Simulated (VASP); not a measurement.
```yaml
crystal:
  lattice:
    - [0.00000, 3.04603, 3.04603]
    - [3.04603, 0.00000, 3.04603]
    - [3.04603, 3.04603, 0.00000]
  atoms:
    - { symbol: In, position: [0.00000, 0.00000, 0.00000] }
    - { symbol: As, position: [0.25000, 0.25000, 0.25000] }
```

Calculation: LDA (Ceperley-Alder, Perdew-Zunger), VASP's LDA PAW potentials (set 64) (plane waves; VASP). Run with 520 eV cut-off, 11×11×11 Γ-centred mesh, first-order Methfessel-Paxton smearing of 0.10 eV, potentials In_d As.

Unless said otherwise, spin-orbit coupling is left out, though it shifts the bands of the heavy elements here.

Question: Predict the energy per atom (σ→0), pressure, band gap (on the k-mesh) with the smallest direct gap where there is one.

Answer: 
```yaml
band gap (on the k-mesh): none (metal, semimetal or under 0.01 eV)
energy per atom (σ→0): -4.510 eV/atom
pressure: -17.0 kbar
```

Only differences to runs with the same potentials and settings are physical.

The compound is InAs in the zinc blende structure. This cell is one point of a volume scan, at 1.03 of the reference volume.
